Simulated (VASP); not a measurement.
Input:

```xyz
2
Lattice="0.0000 3.3529 3.3529 3.3529 0.0000 3.3529 3.3529 3.3529 0.0000" Properties=species:S:1:pos:R:3 pbc="T T T"
K      0.0000     0.0000     0.0000
Br     3.3529     3.3529     3.3529
```

Level of theory: PBE GGA with D3 dispersion (Becke-Johnson damping), VASP's PBE PAW potentials (set 64) (plane waves; VASP). Run with 520 eV cut-off, 7×7×7 Γ-centred mesh, Gaussian smearing of 0.050 eV, potentials K_sv Br.

Predict the energy per atom (σ→0), band gap (on the k-mesh) with the smallest direct gap where there is one.

- band gap (on the k-mesh) = 4.31 eV
- smallest direct gap (on the k-mesh) = 4.31 eV
- energy per atom (σ→0) = -3.308 eV/atom

The absolute energy has meaning only against runs of the same code, potentials and settings.

The compound is KBr in the rock salt structure. This cell is one point of a volume scan, at 1.06 of the reference volume.
